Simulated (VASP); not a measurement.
Data:

```
SrVO3
1.0
    3.89899     0.00000     0.00000
    0.00000     3.89899     0.00000
    0.00000     0.00000     3.89899
Sr V O
1 1 3
Direct
  0.00000   0.00000   0.00000
  0.50000   0.50000   0.50000
  0.50000   0.00000   0.50000
  0.00000   0.50000   0.50000
  0.50000   0.50000   0.00000
```

Level of theory: PW91 GGA, VASP's PBE PAW potentials (set 64) (plane waves; VASP). Settings: 520 eV cut-off, 8×8×8 Γ-centred mesh, first-order Methfessel-Paxton smearing of 0.10 eV, potentials Sr_sv V_sv O.

Problem. What does the run give for the energy per atom (σ→0), pressure, band gap (on the k-mesh) with the smallest direct gap where there is one?

Solution. 
- band gap (on the k-mesh) = none (metal, semimetal or under 0.01 eV)
- energy per atom (σ→0) = -7.911 eV/atom
- pressure = -5.05 GPa

The compound is SrVO3 in the cubic perovskite structure. This cell is one point of a volume scan, at 1.03 of the reference volume. The run is not spin-polarised, so no magnetic state was tried. The electron count is odd and the run is not spin-polarised, which forces a metal.
